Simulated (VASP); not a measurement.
All values below come from PBE GGA with D3 dispersion (zero damping), VASP's PBE PAW potentials (set 64) (plane waves; VASP 6.6.1).

The input files of a VASP run:

**KPOINTS**
```
Automatic mesh
0
Gamma
8 8 8
0 0 0
```

### INCAR
```
SYSTEM=TiO2
PREC=Accurate; ENCUT=520; LREAL=.FALSE.
LASPH=.TRUE.
EDIFF=1E-7; NELM=100; ALGO=Normal
LMAXMIX=4
ISMEAR=0; SIGMA=0.05
GGA=PE; IVDW=11
IBRION=2; NSW=30; ISIF=4
EDIFFG=-0.01
LWAVE=.FALSE.; LCHARG=.FALSE.
```

File POSCAR:
```
TiO2
1
   -1.8813266897     1.8813266897     4.7354167916
    1.8813266897    -1.8813266897     4.7354167916
    1.8813266897     1.8813266897    -4.7354167916
Ti O
2 4
Direct
  0.7500000000   0.2500000000   0.5000000000
  0.0000000000   0.0000000000   0.0000000000
  0.5416770739   0.0416770739   0.5000000000
  0.7916770739   0.7916770739   0.0000000000
  0.2083229261   0.2083229261   0.0000000000
  0.9583229261   0.4583229261   0.5000000000
```

POTCAR, in this order: Ti_sv O (PBE.64 set). Program: vasp_std.

The run wrote:

OUTCAR:
```
 ion  position               nearest neighbor table
   1  0.750  0.250  0.500-   4 1.92   5 1.92   4 1.92   5 1.92   3 1.97   6 1.97
   2  0.000  0.000  0.000-   3 1.92   6 1.92   3 1.92   6 1.92   5 1.97   4 1.97
   3  0.542  0.042  0.500-   2 1.92   2 1.92   1 1.97
   4  0.792  0.792  0.000-   1 1.92   1 1.92   2 1.97
   5  0.208  0.208  0.000-   1 1.92   1 1.92   2 1.97
   6  0.958  0.458  0.500-   2 1.92   2 1.92   1 1.97
  LATTYP: Found a body centered tetragonal cell.
 ALAT       =     3.7626533794
 C/A-ratio  =     2.5170624632
 Subroutine PRICEL returns:
 Original cell was already a primitive cell.
 Subroutine GETGRP returns: Found 16 space group operations
The static configuration has the point symmetry D_2d.
 The point group associated with its full space group is D_4h.
The dynamic configuration has the point symmetry D_2d.
 Subroutine INISYM returns: Found 16 space group operations
 Subroutine IBZKPT returns following result:
 Found     59 irreducible k-points:

 Following reciprocal coordinates:
            Coordinates               Weight
  0.000000  0.000000  0.000000      1.000000
  0.125000  0.000000  0.000000      8.000000
  0.250000  0.000000  0.000000      8.000000
  0.375000  0.000000 -0.000000      8.000000
  0.500000  0.000000  0.000000      4.000000
  0.125000  0.125000  0.000000      8.000000
  0.250000  0.125000 -0.000000     16.000000
  0.375000  0.125000  0.000000     16.000000
  0.500000  0.125000  0.000000     16.000000
 -0.375000  0.125000  0.000000     16.000000
 -0.250000  0.125000  0.000000     16.000000
 -0.125000  0.125000  0.000000      4.000000
  0.250000  0.250000  0.000000      8.000000
  0.375000  0.250000  0.000000     16.000000
  0.500000  0.250000 -0.000000     16.000000
 -0.375000  0.250000 -0.000000     16.000000
 -0.250000  0.250000  0.000000      4.000000
  0.375000  0.375000 -0.000000      8.000000
  0.500000  0.375000 -0.000000     16.000000
 -0.375000  0.375000  0.000000      4.000000
  0.500000  0.500000  0.000000      2.000000
  0.125000  0.125000  0.125000      8.000000
  0.250000  0.125000  0.125000     16.000000
  0.375000  0.125000  0.125000      8.000000
 -0.125000  0.125000  0.125000      4.000000
  0.250000  0.250000  0.125000      8.000000
  0.375000  0.250000  0.125000     16.000000
  0.500000  0.250000  0.125000      8.000000
 -0.250000  0.250000  0.125000      8.000000
 -0.125000  0.250000  0.125000      8.000000
  0.375000  0.375000  0.125000      4.000000
 -0.375000  0.375000  0.125000      8.000000
 -0.250000  0.375000  0.125000     16.000000
 -0.125000  0.375000  0.125000      8.000000
  0.500000  0.500000  0.125000      4.000000
 -0.375000  0.500000  0.125000     16.000000
 -0.250000  0.500000  0.125000     16.000000
 -0.125000  0.500000  0.125000      8.000000
 -0.375000 -0.375000  0.125000      8.000000
 -0.250000 -0.375000  0.125000     16.000000
   k-points           NKPTS =     59   k-points in BZ     NKDIM =     59   number of bands    NBANDS=     28
   number of dos      NEDOS =    301   number of ions     NIONS =      6
   total plane-waves  NPLWV =  64000
   dimension x,y,z NGX =    40 NGY =   40 NGZ =   40
   dimension x,y,z NGXF=    80 NGYF=   80 NGZF=   80
   ions per type =               2   4
   PREC   = accura    normal or accurate (medium, high low for compatibility)
   ISTART =      0    job   : 0-new  1-cont  2-samecut
   ICHARG =      2    charge: 1-file 2-atom 10-const
   ISPIN  =      1    spin polarized calculation?
   LNONCOLLINEAR =      F non collinear calculations
   LSORBIT =      F    spin-orbit coupling
   INIWAV =      1    electr: 0-lowe 1-rand  2-diag
...
```

OSZICAR:
```
       N       E                     dE             d eps       ncg     rms          rms(c)
DAV:   1     0.693515722412E+03    0.69352E+03   -0.25211E+04  3304   0.201E+03
DAV:   2     0.514330438866E+02   -0.64208E+03   -0.62162E+03  3616   0.578E+02
DAV:   3    -0.652607181484E+02   -0.11669E+03   -0.11327E+03  5140   0.219E+02
DAV:   4    -0.705883716472E+02   -0.53277E+01   -0.53222E+01  4512   0.498E+01
DAV:   5    -0.708144922267E+02   -0.22612E+00   -0.22607E+00  4620   0.832E+00    0.337E+01
DAV:   6    -0.541079181830E+02    0.16707E+02   -0.11653E+02  4216   0.105E+02    0.120E+01
DAV:   7    -0.538044063908E+02    0.30351E+00   -0.15666E+01  4332   0.319E+01    0.834E+00
DAV:   8    -0.538939708769E+02   -0.89564E-01   -0.33350E+00  4180   0.177E+01    0.360E+00
DAV:   9    -0.537654080079E+02    0.12856E+00   -0.12404E+00  4484   0.102E+01    0.103E+00
DAV:  10    -0.537757037597E+02   -0.10296E-01   -0.10143E-01  3840   0.243E+00    0.347E-01
DAV:  11    -0.537736269342E+02    0.20768E-02   -0.15320E-02  4244   0.810E-01    0.618E-02
DAV:  12    -0.537738140002E+02   -0.18707E-03   -0.14840E-03  4600   0.373E-01    0.102E-01
DAV:  13    -0.537737208726E+02    0.93128E-04   -0.60169E-04  4540   0.206E-01    0.122E-02
DAV:  14    -0.537737249361E+02   -0.40635E-05   -0.20034E-05  4152   0.353E-02    0.341E-03
DAV:  15    -0.537737254851E+02   -0.54898E-06   -0.10134E-06  4328   0.787E-03    0.288E-03
DAV:  16    -0.537737255629E+02   -0.77845E-07   -0.72968E-07  4324   0.898E-03
   1 F= -.54804991E+02 E0= -.54804991E+02  d E =-.548050E+02
       N       E                     dE             d eps       ncg     rms          rms(c)
DAV:   1    -0.537757333287E+02   -0.20078E-02   -0.18119E+00  3328   0.886E+00    0.284E-01
DAV:   2    -0.537776515769E+02   -0.19182E-02   -0.32739E-02  3788   0.138E+00    0.198E-01
DAV:   3    -0.537770088650E+02    0.64271E-03   -0.13113E-03  4228   0.345E-01    0.111E-01
DAV:   4    -0.537768528702E+02    0.15599E-03   -0.70523E-04  3896   0.237E-01    0.200E-02
DAV:   5    -0.537768610112E+02   -0.81409E-05   -0.10737E-04  3684   0.818E-02    0.137E-02
DAV:   6    -0.537768606272E+02    0.38399E-06   -0.59515E-06  4700   0.184E-02    0.539E-03
DAV:   7    -0.537768600283E+02    0.59884E-06   -0.40040E-06  4032   0.188E-02    0.152E-03
DAV:   8    -0.537768600129E+02    0.15487E-07   -0.48584E-07  3076   0.541E-03
   2 F= -.54808184E+02 E0= -.54808184E+02  d E =-.319314E-02
       N       E                     dE             d eps       ncg     rms          rms(c)
DAV:   1    -0.537768598143E+02    0.21409E-06   -0.26049E-05  3476   0.336E-02    0.110E-03
DAV:   2    -0.537768598141E+02    0.15461E-09   -0.40232E-07  3148   0.507E-03
   3 F= -.54808184E+02 E0= -.54808184E+02  d E =-.319316E-02
       N       E                     dE             d eps       ncg     rms          rms(c)
DAV:   1    -0.537807202000E+02   -0.38604E-02   -0.76356E-01  3304   0.768E+00    0.466E-01
DAV:   2    -0.537799417967E+02    0.77840E-03   -0.31002E-02  3708   0.143E+00    0.265E-01
DAV:   3    -0.537785026337E+02    0.14392E-02   -0.30475E-03  3936   0.550E-01    0.410E-02
DAV:   4    -0.537785195789E+02   -0.16945E-04   -0.35990E-04  4104   0.163E-01    0.156E-02
DAV:   5    -0.537785206150E+02   -0.10361E-05   -0.17226E-05  4136   0.373E-02    0.957E-03
DAV:   6    -0.537785214935E+02   -0.87848E-06   -0.29498E-06  4476   0.179E-02    0.210E-03
DAV:   7    -0.537785216357E+02   -0.14219E-06   -0.33034E-07  3128   0.516E-03    0.100E-03
DAV:   8    -0.537785216583E+02   -0.22595E-07   -0.41727E-08  2092   0.222E-03
   4 F= -.54810625E+02 E0= -.54810625E+02  d E =-.244119E-02
       N       E                     dE             d eps       ncg     rms          rms(c)
DAV:   1    -0.537897074634E+02   -0.11186E-01   -0.35189E+00  3304   0.165E+01    0.101E+00
DAV:   2    -0.537860962174E+02    0.36112E-02   -0.14402E-01  3712   0.306E+00    0.570E-01
DAV:   3    -0.537794612846E+02    0.66349E-02   -0.14231E-02  3956   0.119E+00    0.113E-01
DAV:   4    -0.537794640108E+02   -0.27262E-05   -0.20434E-03  4396   0.393E-01    0.403E-02
DAV:   5    -0.537794597826E+02    0.42282E-05   -0.15081E-04  4388   0.110E-01    0.231E-02
DAV:   6    -0.537794638755E+02   -0.40929E-05   -0.13929E-05  4068   0.423E-02    0.423E-03
DAV:   7    -0.537794644252E+02   -0.54964E-06   -0.20405E-06  4004   0.125E-02    0.232E-03
DAV:   8    -0.537794644932E+02   -0.68089E-07   -0.19450E-07  2652   0.468E-03
   5 F= -.54813249E+02 E0= -.54813249E+02  d E =-.506475E-02
```

OUTCAR:
```
------------------------ aborting loop because EDIFF is reached ----------------------------------------
 Edisp (eV)   -1.03378
  FORCE on cell =-STRESS in cart. coord.  units (eV):
  Direction    XX          YY          ZZ          XY          YZ          ZX
  --------------------------------------------------------------------------------------
  Total       2.37549     2.37549     2.30372     0.00000     0.00000     0.00000
  in kB      56.76981    56.76981    55.05456     0.00000     0.00000     0.00000
  external pressure =       56.20 kB  Pullay stress =        0.00 kB
  volume of cell :       67.04
      direct lattice vectors                 reciprocal lattice vectors
    -1.890531961  1.890531961  4.689414213     0.000000000  0.264475825  0.106623125
     1.890531961 -1.890531961  4.689414213     0.264475825  0.000000000  0.106623125
     1.890531961  1.890531961 -4.689414213     0.264475825  0.264475825  0.000000000
 POSITION                                       TOTAL-FORCE (eV/Angst)
 -----------------------------------------------------------------------------------
     -0.00000      1.89053      2.34471        -0.000000     -0.000000     -0.000000
      0.00000      0.00000      0.00000        -0.000000     -0.000000      0.000000
      0.00000      1.89053      0.36749         0.000000      0.000000     -0.007646
      0.00000      0.00000      7.40161        -0.000000     -0.000000     -0.007646
      0.00000      0.00000      1.97721         0.000000      0.000000      0.007646
     -0.00000      1.89053      4.32192        -0.000000     -0.000000      0.007646
 -----------------------------------------------------------------------------------
    total drift:                               -0.000000      0.000000      0.000000
  FREE ENERGIE OF THE ION-ELECTRON SYSTEM (eV)
  ---------------------------------------------------
  free  energy   TOTEN  =       -54.8132489500 eV

  energy  without entropy=      -54.8132489500  energy(sigma->0) =      -54.81324895

 reached required accuracy - stopping structural energy minimisation
```
(Selected blocks of OUTCAR.)

**CONTCAR**
```
TiO2
   1.00000000000000
    -1.8905319612151463    1.8905319612151463    4.6894142132027259
     1.8905319612151463   -1.8905319612151463    4.6894142132027259
     1.8905319612151463    1.8905319612151463   -4.6894142132027259
  Ti              O
     2     4
Direct
     0.7500000000000000    0.2500000000000000    0.5000000000000000
     0.0000000000000000    0.0000000000000000    0.0000000000000000
     0.5391831973187928    0.0391831973187928    0.5000000000000000
     0.7891831973187928    0.7891831973187928    0.0000000000000000
     0.2108168026812072    0.2108168026812072    0.0000000000000000
     0.9608168026812072    0.4608168026812071    0.5000000000000000
```

The compound is TiO2 in the anatase structure, one of several forms; rutile is the usual stable one. This cell is one point of a volume scan, at 0.97 of the reference volume. Symmetry was kept, so distortions that lower it aren't found.
